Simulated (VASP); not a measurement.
An input for Quantum ESPRESSO's pw.x (written as the equivalent of a VASP run, and not itself run):

```
&CONTROL
  calculation = 'scf'
  pseudo_dir = './pseudo'
  outdir = './out'
  tprnfor = .true.
  tstress = .true.
/
&SYSTEM
  ibrav = 0
  nat = 4
  ntyp = 2
  ecutwfc = 84
  occupations = 'smearing'
  smearing = 'gaussian'
  degauss = 0.009996
  input_dft = 'pbe'
  nspin = 2
  starting_magnetization(1) = 0.2
/
&ELECTRONS
  conv_thr = 7.3e-08
  electron_maxstep = 100
/
ATOMIC_SPECIES
  V 50.941 V.upf
  O 15.999 O.upf
CELL_PARAMETERS angstrom
     3.1381580    0.0000000    0.0000000
     0.0000000    3.1381580    0.0000000
     0.0000000    0.0000000    5.5256890
ATOMIC_POSITIONS crystal
  V    0.0000000  0.5000000  0.0000000
  V    0.5000000  0.0000000  0.5000000
  O    0.0000000  0.0000000  0.2500000
  O    0.0000000  0.0000000  0.7500000
K_POINTS automatic
  6 6 3 0 0 0
```

### Question
Write the VASP files for the same calculation (PBE).

### Answer
Several could match; the one computed here: 
File POSCAR:
```
VO
1
    3.1381580000     0.0000000000     0.0000000000
    0.0000000000     3.1381580000     0.0000000000
    0.0000000000     0.0000000000     5.5256890000
V O
2 2
Direct
  0.0000000000   0.5000000000   0.0000000000
  0.5000000000   0.0000000000   0.5000000000
  0.0000000000   0.0000000000   0.2500000000
  0.0000000000   0.0000000000   0.7500000000
```

INCAR:
```
# general
SYSTEM  = VO
PREC    = Accurate
ENCUT   = 400
LREAL   = .FALSE.
LASPH   = .TRUE.

# electronic loop
EDIFF   = 1E-6
NELM    = 100
ALGO    = Normal
LMAXMIX = 4

# smearing
ISMEAR  = 0
SIGMA   = 0.136

# functional
GGA     = PE

# spin
ISPIN   = 2
MAGMOM  = 2*2.0 2*0.0

# ions
ISIF    = 2

# output
LWAVE   = .FALSE.
LCHARG  = .FALSE.
LORBIT  = 11
```

### KPOINTS
```
Regular mesh
0
G
6 6 3
0 0 0
```

POTCAR, in this order: V_sv O (PBE.64 set). Program: vasp_std.

Limits of the translation: the potentials are each code's own (VASP's PAW set, PseudoDojo norm-conserving files in pw.x), so ENCUT and ecutwfc are chosen apart and not converted; conv_thr bounds pw.x's estimated SCF error, while EDIFF bounds the energy change between steps; starting_magnetization is a fraction of the valence charge and MAGMOM a moment in μB, so they match only roughly.

The structure was generated: VO was put into an ordered model structure, which need not be its known phase. The cell was not relaxed at this level. The k-mesh is coarse (spacing up to 0.38 per Å, 2π included), so the numbers may not be converged in it.
